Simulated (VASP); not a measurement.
Given:

```
CELL_PARAMETERS angstrom
      0.00000     2.83431     2.83431
      2.83431     0.00000     2.83431
      2.83431     2.83431     0.00000
ATOMIC_POSITIONS crystal
  Be 0.00000 0.00000 0.00000
  Te 0.25000 0.25000 0.25000
```

Level of theory: HSE06 screened hybrid with spin-orbit coupling, VASP's PBE PAW potentials (set 64) (plane waves; VASP). Settings: 350 eV cut-off, 6×6×6 Γ-centred mesh, Gaussian smearing of 0.050 eV, potentials Be Te.

Predict the energy per atom (σ→0), band gap (over the mesh, the named points and PBE's band edges) with the smallest direct gap where there is one.

```yaml
band gap (over the mesh, the named points and PBE's band edges): 2.41 eV
smallest direct gap (over the mesh, the named points and PBE's band edges): 4.17 eV
energy per atom (σ→0): -4424 meV/atom
```

Only differences to runs with the same potentials and settings are physical.

The compound is BeTe in the zinc blende structure. It was relaxed first.
